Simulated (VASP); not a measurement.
```yaml
crystal:
  lattice:
    - [-2.97330, 2.97330, 1.62180]
    - [2.97330, -2.97330, 1.62180]
    - [2.97330, 2.97330, -1.62180]
  atoms:
    - { symbol: Sn, position: [0.25000, 0.75000, 0.50000] }
    - { symbol: Sn, position: [0.00000, 0.00000, 0.00000] }
```

Calculation: PBE GGA, VASP's PBE PAW potentials (set 64) (plane waves; VASP). Settings: 400 eV cut-off, 10×10×10 Γ-centred mesh, first-order Methfessel-Paxton smearing of 0.10 eV, potentials Sn_d.

Problem. Give the stress tensor in GPa (positive for a compressed cell).

Solution. 
```
-0.20   0.00   0.00
 0.00  -0.20   0.00
 0.00   0.00  -1.08
```
The pressure is its mean diagonal, -0.49 GPa.

The compound is Sn in the beta structure. The cell was not relaxed at this level.
